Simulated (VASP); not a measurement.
Calculation: PW91 GGA, VASP's PBE PAW potentials (set 64) (plane waves; VASP).

Input for VASP

POSCAR:
```
Hf
1.0
  1.5950000000  -2.7626210000   0.0000000000
  1.5950000000   2.7626210000   0.0000000000
  0.0000000000   0.0000000000   5.0500000000
Hf
2
Direct
  0.3333330000   0.6666670000   0.2500000000
  0.6666670000   0.3333330000   0.7500000000
```

File KPOINTS:
```
Automatic
0
gamma
 12 12 7
0 0 0
```

INCAR:
```
NSW = 60   ! most ionic steps
LREAL = .False.   ! projection in real space or not
ALGO = Normal
ISMEAR = 1   ! Methfessel-Paxton
GGA = 91
SYSTEM = Hf
ENCUT = 520
SIGMA = 0.1
EDIFF = 1E-6   ! SCF stop (eV)
LWAVE = .False.
ISIF = 3   ! ions, shape and volume
EDIFFG = -0.01   ! ionic stop
PREC = Accurate
LASPH = .True.
LMAXMIX = 6   ! l cut-off of mixed one-centre charges
IBRION = 2
LCHARG = .False.
NELM = 100   ! most electronic steps
```

POTCAR, in this order: Hf_pv (PBE.64 set). Program: vasp_std.

What will the output report for the number of irreducible k-points (NKPTS), largest plane-wave count, number of space-group operations, FFT grid (NGX, NGY, NGZ)?

```yaml
number of irreducible k-points (NKPTS): 76
largest_plane_wave_count: 1220
number_of_space_group_operations: 24
FFT grid (NGX, NGY, NGZ): 24 × 24 × 40
```

The compound is Hf in the hcp structure. This run relaxes it. Symmetry was kept, so distortions that lower it aren't found.
